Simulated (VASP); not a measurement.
SnAs, 2 atoms in the cell. It takes space group Fm-3m (No. 225, cubic). The conventional cell has a = 5.681 Å, b = 5.681 Å, c = 5.681 Å, α = 90.00°, β = 90.00°, γ = 90.00°. Around Sn (site symmetry m-3m) lie 6 As at 2.84 Å. As (site symmetry m-3m) is surrounded by 6 Sn at 2.84 Å. 

```yaml
Program: VASP 6.6.1
Task: relaxation of cell and atoms
Functional: PBEsol
Potentials_or_basis: VASP PAW PBE potentials, release 64 (Sn_d, As)
Cutoff: 520 eV
k_mesh: 4 × 4 × 4
Occupations: gaussian, width 0.1 eV
Spin: no spin polarisation
Further_INCAR_settings: ALGO = Normal; EDIFF = 1e-07; IBRION = 2; EDIFFG = -0.002; NSW = 80; ISIF = 3
```

Potentials or basis: VASP PAW PBE potentials, release 64 (Sn_d, As).

The run is started by

```console
$ cat potpaw_PBE.64/Sn_d/POTCAR potpaw_PBE.64/As/POTCAR > POTCAR
$ mpirun -np 1 vasp_std > vasp.out
```

Hardware: 1 thread of Intel(R) Xeon(R) Platinum 8488C (Sapphire Rapids), with other jobs on the host.

**Question.** How long does it take, and how much memory?

**Answer.** It took 12 s on 1 thread of Intel(R) Xeon(R) Platinum 8488C (Sapphire Rapids) (shared host), peak memory 0.17 GiB. Counts: scf iterations 29, k points 8, ion steps 3.
